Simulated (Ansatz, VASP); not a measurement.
MgSiH2O4 in VASP and in Ansatz

```
CELL_PARAMETERS angstrom
4.33505 0.00000 0.00000
0.00000 2.85961 0.00000
-0.27988 0.00000 4.79298
ATOMIC_POSITIONS crystal
Si 0.99854 0.99947 0.99625
Mg 0.51122 0.52638 0.48251
O 0.78471 0.50171 0.10488
O 0.79796 0.00573 0.66754
O 0.26082 0.50918 0.86427
O 0.22369 0.98723 0.31238
H 0.46694 0.48485 0.97416
H 0.97626 0.99264 0.51647
```

Change from the starting cell: atoms moved at random, drawn with an rms of 0.05 Å.

Alike in both runs: task single point; functional PBE; k mesh 6 × 9 × 6; occupations fermi-dirac, width 0.05 eV; no spin polarisation.

|  | VASP | Ansatz |
| --- | --- | --- |
| version | VASP 6.6.1 | Ansatz 0.2.0 |
| potentials or method | VASP PAW PBE potentials, release 64 (Si, Mg, O, H) | Ansatz PAW |
| plane-wave cutoff (eV) | 520 | 420 |
| valence electrons in the cell | 32 | 40 |

|  | VASP | Ansatz | Ansatz less VASP |
| --- | --- | --- | --- |
| gap on the k mesh at the Fermi level (eV) | 4.48 | 4.50 | +0.021 |
| least direct gap on the mesh (eV) | 4.48 | 4.50 | +0.021 |
| pressure (GPa) | 1.0 | 1.1 | +0.17 |
| largest component of the traceless stress (GPa) | 2.51 | 2.42 | -0.087 |
| rms of the force components (eV/Å) | 0.646 | 0.641 | -0.0050 |

Atom by atom the forces differ by 0.037 eV/Å (rms over components). The functional is the same, so the differences come from potentials, cutoffs and numerics. The two sets of potentials don't hold the same shells in valence.

Caveats: an odd mesh through Γ misses points on the zone boundary, where band edges often lie (VASP); odd divisions of the mesh miss points on the zone boundary, where band edges often lie, so the gap on the mesh can be too wide (Ansatz); the pressure holds a Pulay correction of +0.9 GPa for the finite cutoff (Ansatz).
